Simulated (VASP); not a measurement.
Computed with r2SCAN+rVV10, VASP's PBE PAW potentials (set 64) (plane waves; VASP 6.6.1).

VASP ran on this input.

### KPOINTS
```
Automatic mesh
0
Gamma
7 7 7
0 0 0
```

### INCAR
```
! general
SYSTEM    =  Pt3Ti
PREC      =  Accurate
ENCUT     =  520
LREAL     =  .False.   ! projection in real space or not
LASPH     =  .True.   ! aspherical one-centre terms

! electronic loop
EDIFF     =  1E-6
NELM      =  100   ! most electronic steps
ALGO      =  Normal
LMAXMIX   =  6
LMIXTAU   =  .True.

! smearing
ISMEAR    =  1   ! Methfessel-Paxton
SIGMA     =  0.1   ! width (eV)

! functional
METAGGA   =  R2SCAN
LUSE_VDW  =  .True.
BPARAM    =  11.95
CPARAM    =  0.0093

! ions
IBRION    =  2   ! conjugate gradients
NSW       =  60
ISIF      =  3
EDIFFG    =  -0.02

! output
LWAVE     =  .False.
LCHARG    =  .False.
```

POSCAR:
```
Pt3Ti
1.0
  3.8984325567   0.0000000000   0.0000000000
  0.0000000000   3.8984325567   0.0000000000
  0.0000000000   0.0000000000   3.8984325567
Ti Pt
1 3
Cartesian
  0.0000000000   0.0000000000   0.0000000000
  0.0000000000   1.9492162783   1.9492162783
  1.9492162783   0.0000000000   1.9492162783
  1.9492162783   1.9492162783   0.0000000000
```

POTCAR, in this order: Ti_sv Pt (PBE.64 set). Program: vasp_std.

Unless said otherwise, spin-orbit coupling is left out, though it shifts the bands of the heavy elements here.

Question: Estimate the energy per atom (σ→0), volume per atom, band gap (on the k-mesh).

Answer: 
```json
{
 "energy per atom (σ→0)": "-42.604 eV/atom",
 "band gap (on the k-mesh)": "none (metal, semimetal or under 0.01 eV)",
 "volume_per_atom": "15.02 Å^3/atom"
}
```

OSZICAR:
```
...
DAV:   7    -0.170416999443E+03   -0.13169E-02   -0.31758E-03  1090   0.426E-01    0.161E-01
DAV:   8    -0.170417098955E+03   -0.99511E-04   -0.51993E-04  1309   0.163E-01    0.869E-02
DAV:   9    -0.170417275319E+03   -0.17636E-03   -0.29110E-04  1026   0.157E-01    0.350E-02
DAV:  10    -0.170417282252E+03   -0.69328E-05   -0.29602E-05  1179   0.393E-02    0.204E-02
DAV:  11    -0.170417284997E+03   -0.27449E-05   -0.83415E-06  1111   0.287E-02    0.627E-03
DAV:  12    -0.170417286874E+03   -0.18771E-05   -0.75877E-06  1314   0.193E-02    0.429E-03
DAV:  13    -0.170417287735E+03   -0.86036E-06   -0.11401E-06   532   0.103E-02
   3 F= -.17041729E+03 E0= -.17041718E+03  d E =-.919007E-02
```

The compound is Pt3Ti in the L1_2 structure. This run relaxes it. Symmetry was kept, so distortions that lower it aren't found. The start is the result of an earlier pass.
